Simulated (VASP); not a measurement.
An input for Quantum ESPRESSO's pw.x (written as the equivalent of a VASP run, and not itself run):

```
&CONTROL
  calculation = 'scf'
  pseudo_dir = './pseudo'
  outdir = './out'
  tprnfor = .true.
  tstress = .true.
/
&SYSTEM
  ibrav = 0
  nat = 2
  ntyp = 2
  ecutwfc = 88
  occupations = 'smearing'
  smearing = 'fermi-dirac'
  degauss = 0.00147
  input_dft = 'pbe'
/
&ELECTRONS
  conv_thr = 7.3e-08
  electron_maxstep = 100
/
ATOMIC_SPECIES
  Be 9.012 Be.upf
  S 32.060 S.upf
CELL_PARAMETERS angstrom
     0.0000000    2.4350000    2.4350000
     2.4350000    0.0000000    2.4350000
     2.4350000    2.4350000    0.0000000
ATOMIC_POSITIONS crystal
  Be   0.0000000  0.0000000  0.0000000
  S    0.2500000  0.2500000  0.2500000
K_POINTS automatic
  12 12 12 0 0 0
```

### Question
Write the VASP files for the same calculation (PBE).

### Answer
This is not unique; one that fits is 
**KPOINTS**
```
Automatic mesh
0
Gamma
 12 12 12
0 0 0
```

POSCAR:
```
BeS
3.443610
  0.0000000000   0.7071067862   0.7071067862
  0.7071067862   0.0000000000   0.7071067862
  0.7071067862   0.7071067862   0.0000000000
Be S
1 1
direct
  0.0000000000   0.0000000000   0.0000000000
  0.2500000000   0.2500000000   0.2500000000
```

### INCAR
```
SYSTEM = BeS
PREC = Accurate; ENCUT = 300; LREAL = F
LASPH = T
EDIFF = 1E-6; NELM = 100; ALGO = Normal
ISMEAR = -1; SIGMA = 0.02
GGA = PE
ISIF = 2
LWAVE = F; LCHARG = F
```

POTCAR, in this order: Be S (PBE.64 set). Program: vasp_std.

The two are equivalent in intent, not identical: the potentials are each code's own (VASP's PAW set, PseudoDojo norm-conserving files in pw.x), so ENCUT and ecutwfc are chosen apart and not converted; conv_thr bounds pw.x's estimated SCF error, while EDIFF bounds the energy change between steps.

The structure is a typed BeS crystal (F-43m). The cell was not relaxed at this level.
